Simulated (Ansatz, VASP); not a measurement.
# Two plane-wave programs on BiAu

File INCAR:

```
SYSTEM = BiAu
PREC = Accurate
ENCUT = 520
EDIFF = 1E-6
ISMEAR = 0
SIGMA = 0.05
LREAL = .False.
LASPH = .True.
NELM = 80
ALGO = Fast
ISIF = 2
LWAVE = .False.
LCHARG = .False.
GGA = PE
NBANDS = 20
```

Contents of KPOINTS:

```
regular mesh
0
Gamma
  10 10 10
  0 0 0
```

File POSCAR:

```
BiAu
1.0
    0.0000000000      2.9697432856      2.9697432856
    2.9697432856      0.0000000000      2.9697432856
    2.9697432856      2.9697432856      0.0000000000
Au Bi
1 1
Direct
    0.5000000000      0.5000000000      0.5000000000
    0.0000000000      0.0000000000      0.0000000000
```

Input for Ansatz:

```yaml
crystal:
  lattice:
    - [0.0, 2.9697432856, 2.9697432856]
    - [2.9697432856, 0.0, 2.9697432856]
    - [2.9697432856, 2.9697432856, 0.0]
  atoms:
    - { symbol: Au, position: [0.5, 0.5, 0.5] }
    - { symbol: Bi, position: [0.0, 0.0, 0.0] }
basis:
  ecutwfc: 420
  ecutrho_ratio: 4
kpoints:
  mp_grid: { grid: [10, 10, 10] }
hamiltonian:
  xc: pbe
scf:
  occupations: { method: gaussian, width: 0.05 }
output:
  forces: true
  stress: true
  eigenvalues: true
```

Alike in both runs: task single point; functional PBE; k mesh 10 × 10 × 10; occupations gaussian, width 0.05 eV; no spin polarisation.

```csv
,VASP,Ansatz
version,VASP 6.6.1,Ansatz 0.2.0
potentials or method,"VASP PAW PBE potentials, release 64 (Au, Bi_d)","scalar-relativistic, plane waves, PAW"
plane-wave cutoff (eV),520,420
valence electrons in the cell,26,34
```

|  | VASP | Ansatz | Ansatz less VASP |
| --- | --- | --- | --- |
| gap on the k mesh at the Fermi level (eV) | none | none | - |
| pressure (GPa) | 0.0 | 0.1 | +0.07 |

A gap of «none» marks a metal or a gap that the smearing closes. The two sets of potentials don't hold the same shells in valence.

Caveats: spin-orbit coupling is left out, which moves the levels of the heavy elements.
